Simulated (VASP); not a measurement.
```yaml
crystal:
  lattice:
    - [0.00000, 2.57040, 2.57040]
    - [2.57040, 0.00000, 2.57040]
    - [2.57040, 2.57040, 0.00000]
  atoms:
    - { symbol: Rh, position: [0.00000, 0.00000, 0.00000] }
    - { symbol: Se, position: [0.50000, 0.50000, 0.50000] }
```

Computed with r2SCAN meta-GGA, VASP's PBE PAW potentials (set 64) (plane waves; VASP). Numerical set-up: 400 eV cut-off, 14×14×14 Γ-centred mesh, tetrahedra with Blöchl corrections, potentials Rh_pv Se.

Question: Give the energies of bands 5 to 13 at the high-symmetry points, in eV from the Fermi level.

Answer: 
```csv
band,Γ,X,U,L,W
5,-2.56,-5.82,-5.60,-7.43,-5.32
6,-2.56,-3.55,-5.58,-5.22,-5.28
7,-2.56,-3.10,-4.49,-5.22,-5.28
8,-2.35,-3.10,-2.09,-1.45,-1.26
9,-2.35,-1.82,-1.30,-1.45,-1.26
10,-1.25,-1.12,-0.83,-0.75,-1.11
11,-1.25,-1.12,-0.18,3.63,-0.44
12,-1.25,-0.04,0.60,3.63,-0.26
13,4.37,2.95,5.06,4.34,7.51
```

It has no gap at this level: it comes out as a metal or semimetal.

The structure was generated: RhSe was put into the rock salt type (Fm-3m), which need not be its known phase. It was relaxed first, which changed the volume by -25 %. The electron count is odd and the run is not spin-polarised, which forces a metal.
